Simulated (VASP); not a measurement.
An input for Quantum ESPRESSO's pw.x (written as the equivalent of a VASP run, and not itself run):

```
&CONTROL
  calculation = 'vc-relax'
  pseudo_dir = './pseudo'
  outdir = './out'
  tprnfor = .true.
  tstress = .true.
  nstep = 40
  forc_conv_thr = 0.00078
/
&SYSTEM
  ibrav = 0
  nat = 2
  ntyp = 2
  ecutwfc = 96
  occupations = 'smearing'
  smearing = 'methfessel-paxton'
  degauss = 0.00735
  input_dft = 'pz'
/
&ELECTRONS
  conv_thr = 7.3e-08
  electron_maxstep = 100
/
&IONS
/
&CELL
  press = 100
/
ATOMIC_SPECIES
  Ti 47.867 Ti.upf
  Co 58.933 Co.upf
CELL_PARAMETERS angstrom
     2.8583348   -0.0000000    0.0000000
     0.0000000    2.8583348    0.0000000
    -0.0000000    0.0000000    2.8583348
ATOMIC_POSITIONS crystal
  Ti   0.0000000  0.0000000  0.0000000
  Co   0.5000000  0.5000000  0.5000000
K_POINTS automatic
  13 13 13 0 0 0
```

**Question.** Write the VASP files for the same calculation (LDA).

**Answer.** Several could match; the one computed here: 
POSCAR:
```
TiCo
1
    2.8583347769    -0.0000000000     0.0000000000
    0.0000000000     2.8583347769     0.0000000000
   -0.0000000000     0.0000000000     2.8583347769
Ti Co
1 1
Direct
  0.0000000000   0.0000000000   0.0000000000
  0.5000000000   0.5000000000   0.5000000000
```

File KPOINTS:
```
Automatic mesh
0
Gamma
13 13 13
0 0 0
```

INCAR:
```
SYSTEM=TiCo
PREC=Accurate; ENCUT=500; LREAL=.FALSE.
LASPH=.TRUE.
EDIFF=1E-6; NELM=100; ALGO=Normal
LMAXMIX=4
ISMEAR=1; SIGMA=0.1
IBRION=2; NSW=40; ISIF=3
EDIFFG=-0.02; PSTRESS=100
LWAVE=.FALSE.; LCHARG=.FALSE.
```

POTCAR, in this order: Ti_sv Co (LDA.64 set). Program: vasp_std.

The two are equivalent in intent, not identical: the potentials are each code's own (VASP's PAW set, PseudoDojo norm-conserving files in pw.x), so ENCUT and ecutwfc are chosen apart and not converted; conv_thr bounds pw.x's estimated SCF error, while EDIFF bounds the energy change between steps; forc_conv_thr acts on force components and is met together with etot_conv_thr.

The compound is TiCo in the CsCl type structure. It was relaxed first under an external pressure of 10 GPa.
